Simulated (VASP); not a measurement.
VASP runs on CdI2 (space group P-3m1) share one base input (PBE GGA, plane waves, VASP's PBE PAW potentials (set 64)) and change the settings named in each case.

File POSCAR:
```
CdI2
116.888590
  0.0367921026   0.0000000000   0.0000000000
 -0.0183960470   0.0318628961   0.0000000000
  0.0000000000   0.0000000000   0.5000000000
Cd I
8 16
Cart
  0.0000000000   0.0000000000   0.2500000000
  0.0000000000   0.0000000000   0.3750000000
  0.0000000000   0.0000000000   0.1250000000
 -0.0000000155   0.0212419414   0.1875000000
  0.0183960711   0.0106209548   0.3125000000
  0.0000000000   0.0000000000   0.0000000000
 -0.0000000155   0.0212419414   0.0625000000
  0.0183960711   0.0106209548   0.4375000000
  0.0000000000   0.0000000000   0.2977000000
  0.0000000000   0.0000000000   0.2023000000
  0.0183960711   0.0106209548   0.4852500000
 -0.0000000155   0.0212419414   0.0147500000
  0.0183960711   0.0106209548   0.1727000000
 -0.0000000155   0.0212419414   0.3273000000
  0.0000000000   0.0000000000   0.0773000000
  0.0000000000   0.0000000000   0.4227000000
 -0.0000000155   0.0212419414   0.3897500000
  0.0183960711   0.0106209548   0.1102500000
 -0.0000000155   0.0212419414   0.2647500000
  0.0183960711   0.0106209548   0.2352500000
 -0.0000000155   0.0212419414   0.4523000000
  0.0183960711   0.0106209548   0.0477000000
  0.0183960711   0.0106209548   0.3602500000
 -0.0000000155   0.0212419414   0.1397500000
```

**INCAR**
```
SYSTEM = CdI2
PREC = Accurate
ENCUT = 300
EDIFF = 1E-6
NELM = 100
ALGO = Normal
LREAL = Auto
LASPH = .TRUE.
ISMEAR = 0
SIGMA = 0.05
GGA = PE
LMAXMIX = 4
LWAVE = .FALSE.
LCHARG = .FALSE.
ISIF = 2
```

KPOINTS:
```
K-points
0
G
  3 3 1
0.5 0.5 0.5
```

POTCAR, in this order: Cd I (PBE.64 set). Program: vasp_std.

| change | E(σ→0) (eV/atom) | pressure (GPa) |
|---|---|---|
| base run | -1.8596 | 0.28 |
| ENCUT = 120 | 9.2394 | -252.62 |
| ENCUT = 150 | 0.9827 | -113.06 |
| ENCUT = 180 | -1.2411 | -43.46 |
| ENCUT = 210 | -1.7589 | -14.13 |
| ENCUT = 240 | -1.8484 | [?] |
| ENCUT = 270 | -1.8587 | [?] |
| ENCUT = 345 | -1.8592 | 0.13 |
| ENCUT = 390 | -1.8595 | 0.09 |
| ENCUT = 450 | -1.8604 | 0.24 |
| ENCUT = 525 | -1.8607 | 0.30 |
| ENCUT = 600 | -1.8608 | 0.22 |

**Question.** What belongs in the gaps?

**Answer.** 
- ENCUT = 270, pressure (GPa): -0.28
- ENCUT = 240, pressure (GPa): -3.44

Energies of different potentials or functionals have different zeros.  Unless said otherwise, spin-orbit coupling is left out, though it shifts the bands of the heavy elements here.

Left out are runs that ran out of time, are held back, or changed the cell or the kind of run, fixed moments of cells without a moment, rows past the twelfth, gaps on odd meshes, pressures of charged cells and columns that move by less than the noise.

The structure comes from a computed database's CdI2 entry; how it stands against other phases isn't given here. The cell was not relaxed at this level, its lattice was scaled by up to 2.5 %.
